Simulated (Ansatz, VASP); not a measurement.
# C (Diamond) in two plane-wave programs

One calculation is typed for both programs; each brings its own data sets and cutoff. How far apart do they land?

Main program and level: Ansatz 0.2.0; plane waves, with VASP 6.6.1 beside it; single point at HSE06.

## 1. Set-up

Symmetry: Fd-3m, No. 227, cubic system. Conventional cell: a = 3.567 Å, b = 3.567 Å, c = 3.567 Å, α = 90.00°, β = 90.00°, γ = 90.00°. Nearest to C lie 4 C at 1.54 Å.

Structure file:

```cif
data_structure
_symmetry_space_group_name_H-M 'Fd-3m:1'
_symmetry_Int_Tables_number 227
_cell_length_a 3.5667
_cell_length_b 3.5667
_cell_length_c 3.5667
_cell_angle_alpha 90.000
_cell_angle_beta 90.000
_cell_angle_gamma 90.000
_cell_volume 45.37
loop_
_atom_site_label
_atom_site_type_symbol
_atom_site_symmetry_multiplicity
_atom_site_Wyckoff_symbol
_atom_site_fract_x
_atom_site_fract_y
_atom_site_fract_z
_atom_site_occupancy
C1 C 8 a 0.25000 0.25000 0.25000 1
```

## 2. VASP: single point, HSE06

A single point gives forces, pressure and levels at one fixed geometry, so differences don't come from the geometry; what else differs is listed under the comparison.

Lines of VASP's logs that name or quote its potential files are left out, and so is its time.

The run reads the wave functions of an earlier VASP run, which isn't shown here.

Contents of INCAR:

```
SYSTEM = C
PREC = Accurate
ENCUT = 560
EDIFF = 1E-06
NELM = 100
ISMEAR = 0
SIGMA = 0.05
LREAL = .FALSE.
ALGO = Normal
LHFCALC = .TRUE.
AEXX = 0.25
GGA = PE
HFSCREEN = 0.2
LASPH = .TRUE.
NBANDS = 10
PRECFOCK = Fast
LWAVE = .FALSE.
LCHARG = .FALSE.
KPAR = 8
```

Contents of POSCAR:

```
C
1.0
    0.0000000000      1.7833700000      1.7833700000
    1.7833700000      0.0000000000      1.7833700000
    1.7833700000      1.7833700000      0.0000000000
C
2
Direct
    0.7500000000      0.7500000000      0.7500000000
    0.5000000000      0.5000000000      0.5000000000
```

Contents of KPOINTS:

```
Automatic mesh
0
Gamma
6 6 6
0 0 0
```

Potentials, in the order of the species: C_GW (PBE family, release 64).

Command:

```bash
$ mpirun -np 8 vasp_std
```

Numbers of over 12 decimals in the logs are rounded to 6 here.

Log:

```text
[banner, memory and clock lines left out]
running    8 mpi-ranks, on    1 nodes
 distrk:  each k-point on    1 cores,    8 groups
 distr:  one band on    1 cores,    1 groups

 POSCAR found type information on POSCAR C
 POSCAR found :  1 types and       2 ions
|                                                                             |
|           W    W    AA    RRRRR   N    N  II  N    N   GGGG   !!!           |
|           W    W   A  A   R    R  NN   N  II  NN   N  G    G  !!!           |
|           W    W  A    A  R    R  N N  N  II  N N  N  G       !!!           |
|           W WW W  AAAAAA  RRRRR   N  N N  II  N  N N  G  GGG   !            |
|           WW  WW  A    A  R   R   N   NN  II  N   NN  G    G                |
|           W    W  A    A  R    R  N    N  II  N    N   GGGG   !!!           |
|                                                                             |
|     For optimal performance we recommend to set                             |
|       NCORE = 2 up to number-of-cores-per-socket                            |
|     NCORE specifies how many cores store one orbital (NPAR=cpu/NCORE).      |
|     This setting can greatly improve the performance of VASP for DFT.       |
|     The default, NCORE=1 might be grossly inefficient on modern             |
|     multi-core architectures or massively parallel machines. Do your        |
|     Unfortunately you need to use the default for GW and RPA                |
|     calculations (for HF NCORE is supported but not extensively tested      |
|     yet).                                                                   |
|                                                                             |

 LDA part: xc-table for (Slater+PW92), standard interpolation
 found WAVECAR, reading the header
 POSCAR, INCAR and KPOINTS ok, starting setup
 FFT: planning ... GRIDC
 FFT: planning ... GRID_SOFT
 FFT: planning ... GRID
 reading WAVECAR
 the WAVECAR file was read successfully
 initial charge from wavefunction
 entering main loop
       N       E                     dE             d eps       ncg     rms          rms(c)
DAV:   1    -0.211189331150E+02   -0.21119E+02   -0.30214E-01   446   0.712E+00    0.349E-01
DAV:   2    -0.211191781289E+02   -0.24501E-03   -0.14235E-03   342   0.312E-01    0.218E-01
DAV:   3    -0.211185577642E+02    0.62036E-03   -0.38510E-04   370   0.242E-01    0.123E-01
DAV:   4    -0.211183912167E+02    0.16655E-03   -0.12058E-04   456   0.141E-01    0.685E-02
DAV:   5    -0.211183455670E+02    0.45650E-04   -0.29521E-05   456   0.731E-02    0.387E-02
DAV:   6    -0.211183326014E+02    0.12966E-04   -0.70369E-06   460   0.372E-02    0.222E-02
DAV:   7    -0.211183288149E+02    0.37865E-05   -0.17421E-06   314   0.191E-02    0.128E-02
DAV:   8    -0.211183276935E+02    0.11213E-05   -0.42088E-07   160   0.101E-02    0.746E-03
DAV:   9    -0.211183273850E+02    0.30856E-06   -0.18458E-07   160   0.499E-03
   1 F= -.21118327E+02 E0= -.21118327E+02  d E =-.271258E-22
```

Parts of OUTCAR (step 2):

```text
ion  position               nearest neighbor table
   1  0.750  0.750  0.750-   2 1.54   2 1.54   2 1.54   2 1.54
   2  0.500  0.500  0.500-   1 1.54   1 1.54   1 1.54   1 1.54

  LATTYP: Found a face centered cubic cell.
 ALAT       =     3.5667400000

 Subroutine GETGRP returns: Found 48 space group operations
 (whereof 24 operations were pure point group operations)

The static configuration has the point symmetry T_d .
 The point group associated with its full space group is O_h .

 Found     16 irreducible k-points:

   k-points           NKPTS =     16   k-points in BZ     NKDIM =    216   number of bands    NBANDS=     10

   dimension x,y,z NGX =    20 NGY =   20 NGZ =   20
   dimension x,y,z NGXF=    40 NGYF=   40 NGZF=   40

   ENCUT  =  560.0 eV  41.16 Ry    6.42 a.u.   4.87  4.87  4.87*2*pi/ulx,y,z

   NELECT =       8.0000    total number of electrons

 k-points in reciprocal lattice and weights: Automatic mesh
   0.00000000  0.00000000  0.00000000       0.005
   0.16666667  0.00000000  0.00000000       0.037
   0.33333333  0.00000000  0.00000000       0.037
   0.50000000  0.00000000  0.00000000       0.019
   0.16666667  0.16666667  0.00000000       0.028
   0.33333333  0.16666667  0.00000000       0.111
   0.50000000  0.16666667  0.00000000       0.111
  -0.33333333  0.16666667  0.00000000       0.111
  -0.16666667  0.16666667  0.00000000       0.056
[...]
-0.33333333  0.33333333  0.16666667       0.111
  -0.33333333  0.50000000  0.16666667       0.056

  exchange ACFDT corr.  =         0.00000000  see jH, gK, PRB 81, 115126

 average (electrostatic) potential at core
       1 -41.7866       2 -41.7866

 E-fermi :   9.4581

 k-point     1 :       0.0000    0.0000    0.0000
  band No.  band energies     occupation
      1     -14.4051      2.00000
      2       9.1260      2.00000
      3       9.1260      2.00000
      4       9.1260      2.00000
      5      16.1300      0.00000
      6      16.1300      0.00000
      7      16.1300      0.00000
      8      24.4086      0.00000
      9      30.0038      0.00000
    ...

 k-point     2 :       0.1667    0.0000    0.0000
  band No.  band energies     occupation
      1     -13.5766      2.00000
      2       5.0426      2.00000
      3       8.0302      2.00000
      4       8.0302      2.00000
      5      17.5744      0.00000
      6      17.5744      0.00000
      7      17.9944      0.00000
      8      25.1065      0.00000
      9      31.1359      0.00000
    ...

 k-point     3 :       0.3333    0.0000    0.0000
  band No.  band energies     occupation
      1     -11.1444      2.00000
      2      -1.1517      2.00000
      3       6.5970      2.00000
      4       6.5970      2.00000
      5      19.0113      0.00000
      6      19.0113      0.00000
      7      19.2098      0.00000
      8      26.4148      0.00000
      9      31.9323      0.00000
    ...

  energy-cutoff  :      560.00
  volume of cell :       11.34
      direct lattice vectors                 reciprocal lattice vectors
     0.000000000  1.783370000  1.783370000    -0.280368067  0.280368067  0.280368067
     1.783370000  0.000000000  1.783370000     0.280368067 -0.280368067  0.280368067
     1.783370000  1.783370000  0.000000000     0.280368067  0.280368067 -0.280368067

 POSITION                                       TOTAL-FORCE (eV/Angst)
 -----------------------------------------------------------------------------------
      2.67505      2.67505      2.67505        -0.000000     -0.000000     -0.000000
      1.78337      1.78337      1.78337         0.000000      0.000000      0.000000
 -----------------------------------------------------------------------------------
    total drift:                                0.000000      0.000000      0.000000

  FREE ENERGIE OF THE ION-ELECTRON SYSTEM (eV)
  ---------------------------------------------------
  free  energy   TOTEN  =       -21.1183273850 eV

  energy  without entropy=      -21.1183273850  energy(sigma->0) =      -21.11832738

[... 3 further parts left out ...]
```

## 3. Ansatz: single point, HSE06

Ansatz runs on its default PAW (the set named soft_2) files.

The same cell, functional, mesh and smearing now go to Ansatz, which takes its cutoff from its data sets.

Contents of input.yaml:

```yaml
crystal:
  lattice:
    - [0.0, 1.78337, 1.78337]
    - [1.78337, 0.0, 1.78337]
    - [1.78337, 1.78337, 0.0]
  atoms:
    - { symbol: C, position: [0.75, 0.75, 0.75] }
    - { symbol: C, position: [0.5, 0.5, 0.5] }
hamiltonian:
  xc: { exchange: pbe, correlation: pbe, exx: { coeff: 0.25, omega: 0.2 } }
  pseudopotentials: { kind: paw }
kpoints:
  mp_grid: { grid: [6, 6, 6] }
scf:
  occupations: { method: gaussian, width: 0.05 }
  n_extra_bands: 4
output:
  forces: true
  stress: true
  eigenvalues: true
```

Command:

```bash
$ ansatz run input.yaml --threads 4 --pin off --max-ram 9216MiB --backend cpu --events-out ev --progress --plain --runs-dir out
```

Log:

```text
Warning: output.stress: scf.convergence.dr2_threshold = 1e-7 eV (the SCF's general default) is looser than the 2e-10 eV advised for a printed stress (1e-10 eV for each atom of the cell: 2). What an SCF threshold leaves in a stress goes as its square root, and in the free energy as the threshold itself, and one threshold admits the most on a small cell: [figures from the program's tests cut] Set scf.convergence.dr2_threshold to 2e-10 eV or tighter. The threshold is an SCF's pass mark: one that does not reach it within its budget of iterations ends unconverged, or closes short of it on a stop that the run arms, and scf.convergence.dr2_threshold's page says what that costs each kind of run
Warning: output.stress: scf.exx.energy_threshold = 1e-6 eV is looser than the 2e-8 eV advised for a stress under a hybrid functional (1e-8 eV for each atom of the cell: 2). Every SCF of the exchange loop can meet its threshold on dr2 while the loop round them stops early: no threshold on dr2 bounds what that leaves in the stress. Set scf.exx.energy_threshold to 2e-8 eV or tighter. The threshold is the loop's pass mark: a loop that does not reach it within its budget of cycles ends unconverged, and scf.exx.energy_threshold's page has the law
scf.n_extra_bands = 4 over 4 filled bands (N_el = 8.0): the run solves 8 bands
Engine: ansatz 0.2.0, aarch64-unknown-linux-gnu
Pseudopotentials: kind: paw
Pseudopotential: C, paw, valence charge 4, recommended cutoff 420 eV (normal), C.paw.azcp
Functional definition: unnamed
  parameter a_1 = 0.25
  parameter omega_1 = 0.2/angstrom
  exchange = pbe_x + (-a_1)*pbe_x_sr(omega_1) + a_1*exact_x_sr(omega_1)
  correlation = pbe_c
Crystal: 2 atoms, lattice volume = 11.344 Å³
Basis set: ecut = 420 eV, 229 PW (Γ), exchange–correlation on 36×36×36 points (8 copies of the dense FFT grid, shifted against one another)
Bands: 8, of which v1, the nominal top of the filled ones, is band 4 counted from 1 (3 counted from 0)
Symmetry: 48 space group operations
Space group: Fd-3m (ITA 227), of the structure as read, at distance tolerance 2.2e-5 Å
k-points: 16 of 216
Non-local potential: C, projectors of the file, l = 0: 2, l = 1: 2, l = 2: 1
PAW form: soft (Blöchl's): semilocal exchange-correlation on the pseudo side does not see the compensation charge
PAW frozen core: C, regenerated for the run's functional, and the local potential with it (the file was generated under x = pbe(κ = 0.804, μ = 0.219515), c = pbe(β = 0.066725))
PAW one-centre angular grid: C, 110 points (default); XC on 64 Gauss nodes
Initial density: superposition of atomic densities (neutral atoms: chi_scale 0, normalization atom), corrected by the library's trained network
Initial wavefunctions: pseudopotential atomic-orbital guess
Functional: x = pbe(κ = 0.804, μ = 0.219515), c = pbe(β = 0.066725), warm-up for x = pbe(κ = 0.804, μ = 0.219515) + 0.25 (exact − pbe) at short range (hse, ω = 0.2 Å⁻¹), c = pbe(β = 0.066725)
SCF iter   1: F=—  HF=-501.605875 eV  |F-HF|=—  |Δ(HF+E_count)|=         —  Δρ=1.78e-3  dr2=1.20e-4  ethr=1.77e-3  ⟨swp⟩=2.0  Hψ=802  notcnv=0
preconditioner: auto → none  [insulator: Δε(μ)=4.166 eV  Ē_g=19.637 eV  σ=0.050 eV  W_gap=1.00  n_scr=0 (ndim 8)  ℏωp=31.2 eV  f_vac=0.000  D(μ)=0.00/eV (n_scr^D=0)]
SCF iter   2: F=-501.606042 eV  HF=-501.605997 eV  |F-HF|=4.56e-5  |Δ(HF+E_count)|=   1.21e-4  Δρ=8.55e-4  dr2=2.22e-5  ethr=1.50e-6  ⟨swp⟩=2.1  Hψ=193  notcnv=0
SCF 1 stopped early in 2 iterations: F = -501.606042 eV  dr2 = 2.22e-5
  greatest PAW one-centre occupation: 0.643 electrons in one spin orbital (limit 2), on the C atom at site 1 (counted from 0), in its partial waves of l = 0
Initial density: handed on by an earlier stage of this run
Initial wavefunctions: those handed on with the density
Functional: x = pbe(κ = 0.804, μ = 0.219515) + 0.25 (exact − pbe) at short range (hse, ω = 0.2 Å⁻¹), c = pbe(β = 0.066725)
Exchange kernel: α = 0.2500, screened, ω = 0.2000 Å⁻¹, Wigner–Seitz truncation, v(0) = 1091.0113 eV·Å³, q-mesh 6×6×6, nearest image of the exchange supercell L = 15.13 Å, pair-density grid 12×12×12, without the augmentation charges, whose exchange is taken in its separable form by FFT convolution over the k-point mesh (sized by the pseudopotential files, 15×15×15 at the most), smooth part of the exact exchange by density-matrix convolution
Frozen-core exchange: fock
SCF iter   1: F=—  HF=-501.757613 eV  |F-HF|=—  |Δ(HF+E_count)|=         —  Δρ=9.97e-3  dr2=4.62e-3  ethr=2.78e-6  ⟨swp⟩=5.3  Hψ=582  notcnv=0
preconditioner: auto → none  [insulator: Δε(μ)=5.287 eV  Ē_g=22.234 eV  σ=0.050 eV  W_gap=1.00  n_scr=0 (ndim 8)  ℏωp=31.2 eV  f_vac=0.000  D(μ)=0.00/eV (n_scr^D=0)]
SCF iter   2: F=—  HF=-501.755816 eV  |F-HF|=—  |Δ(HF+E_count)|=   1.80e-3  Δρ=4.23e-3  dr2=7.55e-4  ethr=2.78e-6  ⟨swp⟩=3.0  Hψ=299  notcnv=0
SCF iter   3: F=—  HF=-501.757429 eV  |F-HF|=—  |Δ(HF+E_count)|=   1.61e-3  Δρ=9.01e-4  dr2=2.74e-5  ethr=2.78e-6  ⟨swp⟩=3.0  Hψ=262  notcnv=0
iter 4 solved again at ethr=1.02e-8 eV; its pass at ethr=3.17e-7 eV (dr2=8.16e-7 eV) is discarded
SCF iter   4: F=—  HF=-501.757419 eV  |F-HF|=—  |Δ(HF+E_count)|=   9.87e-6  Δρ=1.54e-4  dr2=2.24e-6  ethr=1.02e-8  ⟨swp⟩=2.7  Hψ=467  notcnv=0
SCF iter   5: F=-501.757433 eV  HF=-501.757433 eV  |F-HF|=2.16e-7  |Δ(HF+E_count)|=   1.41e-5  Δρ=7.52e-5  dr2=4.04e-7  ethr=1.01e-8  ⟨swp⟩=3.0  Hψ=265  notcnv=0
SCF 2 stopped early in 5 iterations: F = -501.757433 eV  dr2 = 4.04e-7
  greatest PAW one-centre occupation: 0.646 electrons in one spin orbital (limit 2), on the C atom at site 1 (counted from 0), in its partial waves of l = 0
hybrid outer 1: dexx = +2.032e-3 eV, tail = 9.65e-6 eV
Exchange kernel: α = 0.2500, screened, ω = 0.2000 Å⁻¹, Wigner–Seitz truncation, v(0) = 1091.0113 eV·Å³, q-mesh 6×6×6, nearest image of the exchange supercell L = 15.13 Å, pair-density grid 12×12×12, without the augmentation charges, whose exchange is taken in its separable form by FFT convolution over the k-point mesh (sized by the pseudopotential files, 15×15×15 at the most), smooth part of the exact exchange by density-matrix convolution
Frozen-core exchange: fock
SCF iter   1: F=—  HF=-501.757473 eV  |F-HF|=—  |Δ(HF+E_count)|=         —  Δρ=7.62e-5  dr2=3.32e-7  ethr=6.03e-7  ⟨swp⟩=3.1  Hψ=312  notcnv=0
preconditioner: auto → none  [insulator: Δε(μ)=5.349 eV  Ē_g=22.239 eV  σ=0.050 eV  W_gap=1.00  n_scr=0 (ndim 8)  ℏωp=31.2 eV  f_vac=0.000  D(μ)=0.00/eV (n_scr^D=0)]
SCF iter   2: F=—  HF=-501.757473 eV  |F-HF|=—  |Δ(HF+E_count)|=   7.31e-8  Δρ=1.56e-5  dr2=1.30e-8  ethr=3.37e-9  ⟨swp⟩=3.0  Hψ=244  notcnv=0
SCF iter   3: F=-501.757473 eV  HF=-501.757473 eV  |F-HF|=3.42e-9  |Δ(HF+E_count)|=   9.43e-8  Δρ=8.80e-6  dr2=5.09e-9  ethr=5.11e-11  ⟨swp⟩=3.5  Hψ=322  notcnv=0
SCF 3 converged in 3 iterations: F = -501.757473 eV  dr2 = 5.09e-9
  Residual-converged pass: ⟨swp⟩=2.0  Hψ=189  notcnv=0  max |occ|·‖R‖ = 2.4e-6 eV (tolerance 2.4e-6 eV)  dr2=5.08e-9  dr2_onsite=2.31e-10  max |Δocc| = 0.0e0
hybrid outer 2: dexx = +1.620e-7 eV, tail = 1.46e-8 eV, Δε = 3.08e-3 eV (about 1.21e-4 eV left of the loop's levels)
hybrid SCF converged: 2 outer / 8 inner (+2 warm-up), last move |dexx| = 1.62e-7 eV, tail = 1.46e-8 eV
Stability not checked: this state was not tested for a lower state beside it, because the functional holds exact exchange (a hybrid, or Hartree-Fock), whose exchange loop this test does not read (fock_operator; see scf.lower_state_search)
Free energy (F): -501.757473 eV
Frozen-core exchange: fock
Harris-Foulkes:  -501.757473 eV  (|F-HF|=3.42e-9)
Internal energy: -501.757473 eV  (E = F + TS)
E sigma→0 (E₀):  -501.757473 eV
Fermi energy:    15.359110 eV
--- Per-component energies (eV) ---
  E_band       = 22.726123
  E_kinetic    = 184.061240
  E_local      = -120.683786  (includes V_loc(G=0)·N_el)
  E_nonlocal   = 52.213108
  E_hartree    = 26.474366
  E_xc         = -78.797090
  E_vxc        = -96.848333  (∫ρ·V_xc dr)
  E_exx        = -18.421152  (= α·E_x^exact, valence–valence)
  E_paw        = -198.608356  (= ΣΔE_a)
  E_vpaw       = -12.123060  (= ΣTr[D̂ρ^β])
  E_aug_tail   = 0.000017  (compensation charges beyond the density's cutoff)
  E_ewald      = -347.961363
  E_core_change = -0.034457  (= ΣΔE_core)
  E_smearing   = -0.000000  (= −TS)
  E_closure    = 0.000000  (closes the sum)
  Σ components = -501.757473   (vs F -501.757473, Δ=0.00e0)
--- Forces (eV/Å), atoms counted from 1 ---
  atom   1  C     -0.00000000     0.00000000     0.00000000
  atom   2  C     -0.00000000    -0.00000000     0.00000000
  max |Σ_I F_I| component: 2.04e-16 eV/Å
--- Stress (GPa, compression-positive) ---
       -8.171824      -0.000000      -0.000000
       -0.000000      -8.171824       0.000000
       -0.000000      -0.000000      -8.171824
  P = ⅓ Tr σ = -8.1718 GPa (-81.718 kbar)
--- Band table (eV; the first three rows and the last of 16) ---
  k-point 0: bands = ["-10.8480", "12.6849", "12.6849", "12.6849", "19.6890", "19.6890", "19.6890", "27.9332"]
  k-point 1: bands = ["-10.0186", "8.6020", "11.5872", "11.5872", "21.1318", "21.1318", "21.5493", "28.6321"]
  k-point 2: bands = ["-7.5846", "2.4093", "10.1527", "10.1527", "22.5703", "22.5703", "22.7603", "29.9450"]
  k-point 15: bands = ["-0.8103", "-0.8103", "4.1943", "4.1943", "22.3385", "22.3385", "29.3202", "29.3202"]
```

The job ended after 2.6 s (4 threads of Arm Neoverse N1, shared host; peak memory 0.36 GiB).

The run ends at a pressure of -8.17 GPa.

## 4. Comparison

Known differences besides the potentials themselves: exact exchange at q = 0 is treated differently, which shows on coarse meshes; VASP keeps PBE cores, Ansatz makes them for the functional; the cutoff is 420 eV in Ansatz and 560 eV in VASP; VASP takes a coarser grid for exact exchange (PRECFOCK = Fast). Total energies have different zeros and are not compared.

Compared:

```tsv
quantity	Ansatz	VASP	difference
gap on the k mesh (eV)	5.349	5.346	+0.003
```

A gap on the mesh is an upper bound, since the band edges may lie between its points.

## 5. Outcome

```json
{
 "difference in gap on the k mesh (single point, HSE06)": "0.0030 eV"
}
```

What this shows: The difference in gap on the k mesh is 0.0030 eV (single point, HSE06), within the 0.08 eV picked in this series as the mark of a large difference. How closely two codes agree says nothing of how well the functional describes the real material.

[Lines on the potential files, build, host, timing and source positions are cut from VASP's logs without a mark.]

[Logs are printed without paths, hosts, clocks, repeated set-up lines and the standing remarks that a program may print on its own settings, such as how far it seeks lower states.]

[Hosts, paths, dates, database ids (printed as entryN), source tags and the programs' standing remarks are cut or masked in the printed files.]
